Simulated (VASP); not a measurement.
YP (relaxed from the zinc blende structure, space group F-43m): computed properties

The numbers are results of PBEsol GGA, VASP's PBE PAW potentials (set 64) (plane waves; VASP 6.6.1), not measurements.

```yaml
space_group: F-43m (216)
cell: a = b = c = 6.2250 Å, α = β = γ = 90.00°
volume_per_atom: 30.15 Å³/atom
band gap (over mesh and band path): 1.51 eV
smallest direct gap (over mesh and band path): 1.51 eV
band_edge_character: direct, X to X
density: 3.30 g/cm³
```

```
YP
1.0
    0.00000     3.11250     3.11250
    3.11250     0.00000     3.11250
    3.11250     3.11250     0.00000
Y P
1 1
Cartesian
  6.22500   3.11250   3.11250
  1.55625   1.55625   1.55625
```

The structure was generated: YP was put into the zinc blende type (F-43m), which need not be its known phase. It was relaxed first, which changed the volume by -25 %. Symmetry was kept, so distortions that lower it aren't found.
